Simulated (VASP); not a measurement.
## A VASP study of AlCl2 (optPBE-vdW): structure first, properties next

Wanted: the relaxed cell of AlCl2 and its properties. The steps: relaxing cell and atoms (optPBE-vdW), second relaxation, single point with fields (optPBE-vdW), band structure (optPBE-vdW), density of states (optPBE-vdW), core-level energies (optPBE-vdW), band structure (HSE06), relaxing the atoms (optPBE-vdW) with a changed input and total energy, forces and stress (optPBE-vdW) with a changed input. The cell is generated by rule, not measured, and may not be a known phase.

Main program and level: VASP 6.6.1; optPBE-vdW; plane waves and PAW (Al, Cl), in the first sound run; inputs show where later runs differ.

## Step 1: Starting point

Before any relaxation, the start is as follows. Symmetry: I4/mmm, No. 139, tetragonal system. The conventional cell has a = 4.553 Å, b = 4.553 Å, c = 7.131 Å, α = 90.00°, β = 90.00°, γ = 90.00°. Al has 2 Cl at 1.71 Å nearest. Nearest to Cl lie 1 Al at 1.71 Å. Farther neighbours and most contacts between anions are not listed.

As a file:

```
Al Cl
1.0
    -2.27656    2.27656    3.56547
     2.27656   -2.27656    3.56547
     2.27656    2.27656   -3.56547
Al Cl
1 2
Direct
  0.50000 0.50000 0.00000
  0.73954 0.73954 0.00000
  0.26046 0.26046 0.00000
```

## Step 2: Relaxing cell and atoms (optPBE-vdW)

Properties are meant for the cell that this level of theory prefers, so cell and atoms are relaxed first (ISIF = 3) until forces and stress are small; EDIFFG sets the threshold. optPBE-vdW pairs nonlocal correlation with a PBE-like exchange and tends to long distances. LUSE_VDW switches on a nonlocal correlation term for dispersion.

Contents of INCAR:

```
SYSTEM = AlCl2
PREC = Accurate
ENCUT = 400
EDIFF = 1E-06
NELM = 100
ISMEAR = 0
SIGMA = 0.05
LREAL = .FALSE.
ALGO = Normal
GGA = OR
AGGAC = 0
LUSE_VDW = .TRUE.
LASPH = .TRUE.
LORBIT = 11
LWAVE = .FALSE.
LCHARG = .FALSE.
IBRION = 2
NSW = 60
ISIF = 3
EDIFFG = -0.01
```

Contents of POSCAR:

```
AlCl2
1.0
   -2.2765565700      2.2765565700      3.5654746100
    2.2765565700     -2.2765565700      3.5654746100
    2.2765565700      2.2765565700     -3.5654746100
Al Cl
1 2
Direct
    0.5000000000      0.5000000000      0.0000000000
    0.7395361100      0.7395361100      0.0000000000
    0.2604638900      0.2604638900      0.0000000000
```

Contents of KPOINTS:

```
Automatic mesh
0
Gamma
7 7 7
0 0 0
```

Potentials, in the order of the species: Al and Cl (PBE family, release 64).

Started as:

```bash
> mpirun -np 1 vasp_std
```

Output:

```text
[banner, memory and clock lines left out]
running    1 mpi-ranks, on    1 nodes
 distrk:  each k-point on    1 cores,    1 groups
 distr:  one band on    1 cores,    1 groups

 POSCAR found type information on POSCAR AlCl
 POSCAR found :  2 types and       3 ions
|                                                                             |
|               ----> ADVICE to this user running VASP <----                  |
|                                                                             |
|     You have switched on vdW-DFT.                                           |
|     This routine was written and supplied by Jiri Klimes. We recommend      |
|     that you carefully read and cite the following publications:            |
|       J. Klimes, D.R. Bowler, A. Michelides                                 |
|          J. Phys.: Cond Matt. 22 022201 (2010)                              |
|       J. Klimes, D.R. Bowler, A. Michelides                                 |
|          Phys. Rev. B. 83, 195131 (2011)                                    |
|     and references therein.                                                 |
|                                                                             |

|                                                                             |
|               ----> ADVICE to this user running VASP <----                  |
|                                                                             |
|     You enforced a specific xc type in the INCAR file but a different       |
|     [... a line on the potential file left out ...]
|     I HOPE YOU KNOW WHAT YOU ARE DOING!                                     |
|                                                                             |

 LDA part: xc-table for (Slater+PW92), standard interpolation
 POSCAR, INCAR and KPOINTS ok, starting setup
 FFT: planning ... GRIDC
 FFT: planning ... GRID_SOFT
 FFT: planning ... GRID
 WAVECAR not read
 entering main loop
       N       E                     dE             d eps       ncg     rms          rms(c)
DAV:   1     0.101998406732E+03    0.10200E+03   -0.61983E+03   960   0.930E+02
DAV:   2     0.676811341139E+01   -0.95230E+02   -0.91047E+02  1512   0.196E+02
DAV:   3    -0.796240667751E-02   -0.67761E+01   -0.67153E+01  1192   0.598E+01
DAV:   4    -0.100048580110E+00   -0.92086E-01   -0.91681E-01  1136   0.862E+00
DAV:   5    -0.102140313516E+00   -0.20917E-02   -0.20916E-02  1228   0.126E+00    0.160E+01
DAV:   6     0.108667790625E+01    0.11888E+01   -0.22999E+00   984   0.107E+01    0.781E+00
DAV:   7     0.123238642494E+01    0.14571E+00   -0.10224E+00  1048   0.731E+00    0.313E+00
DAV:   8     0.123644715820E+01    0.40607E-02   -0.43467E-02  1144   0.179E+00    0.123E+00
DAV:   9     0.123657226699E+01    0.12511E-03   -0.37730E-03  1184   0.517E-01    0.196E-01
DAV:  10     0.123652698099E+01   -0.45286E-04   -0.30197E-04  1160   0.147E-01    0.835E-02
DAV:  11     0.123649878587E+01   -0.28195E-04   -0.84496E-05  1072   0.733E-02    0.164E-02
DAV:  12     0.123649434621E+01   -0.44397E-05   -0.73288E-06  1096   0.220E-02    0.880E-03
DAV:  13     0.123649394763E+01   -0.39858E-06   -0.10386E-06   816   0.831E-03
   1 F= 0.12364939E+01 E0= 0.12378105E+01  d E =0.123649E+01
 curvature:   0.00 expect dE= 0.000E+00 dE for cont linesearch  0.000E+00
 trial: gam= 0.00000 g(F)=  0.223E+02 g(S)=  0.442E+02 ort = 0.000E+00 (trialstep = 0.100E+01)
 search vector abs. value=  0.665E+02
 bond charge predicted
       N       E                     dE             d eps       ncg     rms          rms(c)
DAV:   1    -0.437192665845E+02   -0.44956E+02   -0.13453E+03  1284   0.216E+02    0.157E+02
DAV:   2    -0.100043216264E+02    0.33715E+02   -0.40446E+02  1176   0.109E+02    0.655E+01
DAV:   3    -0.264656961528E+01    0.73578E+01   -0.19922E+01  1060   0.321E+01    0.553E+01
DAV:   4     0.112091549082E+01    0.37675E+01   -0.59322E+00  1064   0.164E+01    0.224E+01
DAV:   5     0.100346703640E+01   -0.11745E+00   -0.79277E-01   988   0.672E+00    0.889E+00
DAV:   6     0.535230456031E+00   -0.46824E+00   -0.64307E-01   980   0.581E+00    0.226E+00
DAV:   7     0.528628688115E+00   -0.66018E-02   -0.21174E-02   992   0.115E+00    0.155E+00
DAV:   8     0.518768312040E+00   -0.98604E-02   -0.18078E-02   960   0.959E-01    0.138E-01
DAV:   9     0.518371538032E+00   -0.39677E-03   -0.78426E-04  1012   0.214E-01    0.110E-01
DAV:  10     0.518168194747E+00   -0.20334E-03   -0.15914E-04   960   0.101E-01    0.409E-02
DAV:  11     0.518133989984E+00   -0.34205E-04   -0.63017E-05   960   0.594E-02    0.139E-02
DAV:  12     0.518133553592E+00   -0.43639E-06   -0.27853E-06   880   0.132E-02
   2 F= 0.51813355E+00 E0= 0.52657348E+00  d E =-.718360E+00
[... from here on, the cycles between the ionic steps are left out ...]
   3 F= -.47386769E+00 E0= -.46445660E+00  d E =-.171036E+01
   4 F= -.94335921E+00 E0= -.93205702E+00  d E =-.217985E+01
   5 F= -.27324220E+01 E0= -.27307115E+01  d E =-.396892E+01
   6 F= -.37288948E+01 E0= -.37282198E+01  d E =-.496539E+01
   7 F= -.37399337E+01 E0= -.37388657E+01  d E =-.497643E+01
   8 F= -.38164946E+01 E0= -.38157614E+01  d E =-.505299E+01
   9 F= -.38182191E+01 E0= -.38174679E+01  d E =-.505471E+01
  10 F= -.38182079E+01 E0= -.38174626E+01  d E =-.505470E+01
  11 F= -.39060647E+01 E0= -.39053852E+01  d E =-.878568E-01
  12 F= -.40120361E+01 E0= -.40108651E+01  d E =-.193828E+00
  13 F= -.40269434E+01 E0= -.40261795E+01  d E =-.208735E+00
  14 F= -.40277566E+01 E0= -.40268323E+01  d E =-.209549E+00
  15 F= -.40277522E+01 E0= -.40268769E+01  d E =-.209544E+00
  16 F= -.40283531E+01 E0= -.40275192E+01  d E =-.600940E-03
  17 F= -.40292856E+01 E0= -.40285176E+01  d E =-.153344E-02
  18 F= -.40293256E+01 E0= -.40285568E+01  d E =-.157344E-02
  19 F= -.40291874E+01 E0= -.40284071E+01  d E =0.138248E-03
 trial-energy change:    0.000138  1 .order    0.000157   -0.000650    0.000964
 step:   0.6148(harm=  0.5902)  dis= 0.00216  next Energy=    -4.029463 (dE=-0.138E-03)
 bond charge predicted
       N       E                     dE             d eps       ncg     rms          rms(c)
DAV:   1    -0.402971147012E+01   -0.52403E-03   -0.57444E-02   960   0.166E+00    0.186E-01
DAV:   2    -0.402961417597E+01    0.97294E-04   -0.22770E-03  1088   0.438E-01    0.648E-02
DAV:   3    -0.402948193587E+01    0.13224E-03   -0.14694E-04  1132   0.926E-02    0.273E-02
DAV:   4    -0.402946215780E+01    0.19778E-04   -0.84308E-05  1124   0.634E-02    0.102E-02
DAV:   5    -0.402946251613E+01   -0.35833E-06   -0.10095E-05  1088   0.237E-02    0.129E-02
DAV:   6    -0.402946239022E+01    0.12592E-06   -0.18595E-06   580   0.118E-02
  20 F= -.40294624E+01 E0= -.40286899E+01  d E =-.136781E-03
 curvature:  -0.54 expect dE=-0.181E-04 dE for cont linesearch -0.178E-07
 trial: gam= 0.08474 g(F)=  0.775E-05 g(S)=  0.257E-04 ort =-0.517E-05 (trialstep = 0.129E+01)
 search vector abs. value=  0.384E-04
 reached required accuracy - stopping structural energy minimisation
```

Wall time 16 min (1 MPI rank of Intel Xeon Platinum 8375C at 2.90GHz (Ice Lake), shared host); peak memory 0.39 GiB.

The logs omit lines about the potential files and the build; timing stands in the text.

Parts of OUTCAR (step 2):

```text
ion  position               nearest neighbor table
   1  0.500  0.500  0.000-   2 1.71   3 1.71
   2  0.740  0.740  0.000-   1 1.71
   3  0.260  0.260  0.000-   1 1.71

  LATTYP: Found a body centered tetragonal cell.
 ALAT       =     4.5531131400
 C/A-ratio  =     1.5661700030

 Subroutine GETGRP returns: Found 16 space group operations
 (whereof 16 operations were pure point group operations)

The static configuration has the point symmetry D_4h.

 Found     40 irreducible k-points:

   k-points           NKPTS =     40   k-points in BZ     NKDIM =     40   number of bands    NBANDS=     12

   dimension x,y,z NGX =    32 NGY =   32 NGZ =   32
   dimension x,y,z NGXF=    64 NGYF=   64 NGZF=   64

   ENCUT  =  400.0 eV  29.40 Ry    5.42 a.u.   7.83  7.83  7.83*2*pi/ulx,y,z

   NELECT =      17.0000    total number of electrons

 k-points in reciprocal lattice and weights: Automatic mesh
   0.00000000  0.00000000  0.00000000       0.003
   0.14285714 -0.00000000  0.00000000       0.023
   0.28571429  0.00000000  0.00000000       0.023
   0.42857143 -0.00000000  0.00000000       0.023
   0.14285714  0.14285714  0.00000000       0.023
   0.28571429  0.14285714  0.00000000       0.047
   0.42857143  0.14285714  0.00000000       0.047
  -0.42857143  0.14285714  0.00000000       0.047
  -0.28571429  0.14285714  0.00000000       0.047
[...]
-0.42857143  0.42857143  0.42857143       0.012
  -0.42857143 -0.42857143  0.42857143       0.006

 average (electrostatic) potential at core
       1 -80.9458       2 -94.6679       3 -94.6679

 E-fermi :   1.4414

 k-point     1 :       0.0000    0.0000    0.0000
  band No.  band energies     occupation
    ...
      5      -2.6238      2.00000
      6      -2.6238      2.00000
      7      -1.8025      2.00000
      8      -1.8025      2.00000
      9      -0.0281      2.00000
     10       3.1443      0.00000
     11       3.1443      0.00000
     12       6.5684      0.00000

 k-point     2 :       0.1429   -0.0000    0.0000
  band No.  band energies     occupation
    ...
      5      -2.6201      2.00000
      6      -2.6056      2.00000
      7      -1.9217      2.00000
      8      -1.8658      2.00000
      9       0.3259      2.00000
     10       3.1110      0.00000
     11       3.2738      0.00000
     12       6.8282      0.00000

 k-point     3 :       0.2857    0.0000    0.0000
  band No.  band energies     occupation
    ...
      5      -2.5964      2.00000
      6      -2.5427      2.00000
      7      -2.1469      2.00000
      8      -2.0284      2.00000
      9       1.0631      2.00000
     10       3.0850      0.00000
     11       3.6051      0.00000
     12       7.2038      0.00000

Total vdW correction in eV:      3.7358258

  Total        0.0281787      0.0281787      0.0027813      0.0000000      0.0000000      0.0000000
  in kB        0.4472434      0.4472434      0.0441444      0.0000000      0.0000000      0.0000000
  external PRESSURE =       0.3128771 kB  Pullay stress =       0.0000000 kB

  energy-cutoff  :      400.00
  volume of cell :      100.95
      direct lattice vectors                 reciprocal lattice vectors
    -2.570245430  2.570245430  3.820128394     0.000000000  0.194533952  0.130885653
     2.570245430 -2.570245430  3.820128394     0.194533952  0.000000000  0.130885653
     2.570245430  2.570245430 -3.820128394     0.194533952  0.194533952  0.000000000

 POSITION                                       TOTAL-FORCE (eV/Angst)
 -----------------------------------------------------------------------------------
      0.00000      0.00000      3.82013         0.000000      0.000000     -0.000000
      0.00000      0.00000      6.04314        -0.000000     -0.000000      0.008960
      0.00000      0.00000      1.59712        -0.000000     -0.000000     -0.008960
 -----------------------------------------------------------------------------------
    total drift:                               -0.000000     -0.000000      0.000000

  FREE ENERGIE OF THE ION-ELECTRON SYSTEM (eV)
  ---------------------------------------------------
  free  energy   TOTEN  =        -4.0294623902 eV

  energy  without entropy=       -4.0279174121  energy(sigma->0) =       -4.02868990

Total vdW correction in eV:      3.7358070

 reached required accuracy - stopping structural energy minimisation

 total charge
# of ion       s       p       d       tot
------------------------------------------
    1        0.508   0.190   0.000   0.698
    2        1.628   3.495   0.000   5.123
    3        1.628   3.495   0.000   5.123
--------------------------------------------------
tot          3.764   7.180   0.000  10.945

[... 3 further parts left out ...]
```

CONTCAR:

```
AlCl2
   1.00000000000000
    -2.5702454297619686    2.5702454297619686    3.8201283938370643
     2.5702454297619686   -2.5702454297619686    3.8201283938370643
     2.5702454297619686    2.5702454297619686   -3.8201283938370643
  Al              Cl
     1     2
Direct
     0.5000000000000000    0.5000000000000000    0.0000000000000000
     0.7909601676151635    0.7909601676151635    0.0000000000000000
     0.2090398323848362    0.2090398323848362    0.0000000000000000
```

This run has no spin polarisation. Its electron count is odd, so without a moment it is a metal by construction. The k-mesh is coarse for a metal. The PAW data sets were made with PBE, which is usual practice but a small mismatch for other functionals. After so large a change of volume the plane waves of the start cell no longer fit, so the final stress carries a basis-set error. The run keeps the 16 symmetry operations of its start, so it cannot find a distortion of lower symmetry.

The steps of the relaxation:

```tsv
step	energy less that of the first step (eV)	largest force (eV/Å)	pressure (GPa)	volume (Å³)
1	0.0000	15.2120	40.54	73.92
2	-0.7184	0.3169	-8.37	144.50
3	-1.7104	0.3866	-6.95	132.36
4	-2.1799	0.2969	-6.26	125.12
5	-3.9689	0.2397	-5.39	97.83
6	-4.9654	0.1530	-1.03	85.75
7	-4.9764	0.9177	4.96	79.81
8	-5.0530	0.2259	1.45	82.89
9	-5.0547	0.3242	2.00	82.38
10	-5.0547	0.2889	1.81	82.55
11	-5.1426	0.1745	1.19	85.92
12	-5.2485	0.0171	0.33	94.19
13	-5.2634	0.0387	0.14	98.06
14	-5.2643	0.0595	0.09	99.41
15	-5.2642	0.0546	0.10	99.07
16	-5.2648	0.0469	0.06	99.45
17	-5.2658	0.0268	-0.03	100.61
18	-5.2658	0.0216	-0.06	100.91
19	-5.2657	0.0508	0.15	101.00
20	-5.2660	0.0090	0.03	100.95
```

```tsv
cell as run	before	after	change
a (Å)	4.804	5.273	+9.8 %
b (Å)	4.804	5.273	+9.8 %
c (Å)	4.804	5.273	+9.8 %
α (°)	123.43	121.66	-1.4 %
β (°)	123.43	121.66	-1.4 %
γ (°)	84.16	87.15	+3.6 %
volume (Å³/atom)	24.64	33.65	+36.6 %
```

The atoms that moved most (Å, as changes of fractional coordinates times the final cell):

```tsv
atom	dx	dy	dz	length
Cl2	0.000	0.000	0.393	0.393
Cl3	0.000	0.000	-0.393	0.393
```

Final coordinates:

```
Al Cl
1.0
    -2.57025    2.57025    3.82013
     2.57025   -2.57025    3.82013
     2.57025    2.57025   -3.82013
Al Cl
1 2
Direct
  0.50000 0.50000 0.00000
  0.79096 0.79096 0.00000
  0.20904 0.20904 0.00000
```

This step gave:

| Property | Result |
| --- | --- |
| electrons | 17 |
| bands | 12 |
| irreducible k-points | 40 |
| symmetry operations | 16 |
| free energy (TOTEN) | -4.029 eV |
| energy at zero smearing | -4.029 eV |
| Fermi energy | 1.441 eV |
| pressure | 0.03129 GPa |
| metallic, judged on the points sampled | yes |
| SCF cycles over all ionic steps | 167 |

It ends with a largest force of 0.009 eV/Å and a pressure of 0.03 GPa.

[end of part 1 of 4]

[Lines on the potential files, build, host, timing and source positions are cut from VASP's logs without a mark.]

[Logs are printed without paths, hosts, clocks, repeated set-up lines and the standing remarks that a program may print on its own settings, such as how far it seeks lower states.]

[Hosts, paths, dates, database ids (printed as entryN), source tags and the programs' standing remarks are cut or masked in the printed files.]

[A measured line is paired with the nearest computed mode of its activity, which favours agreement.]

[In band tables of VASP the shares of atoms and orbitals are scaled to a sum of 1 inside the atoms' spheres.]
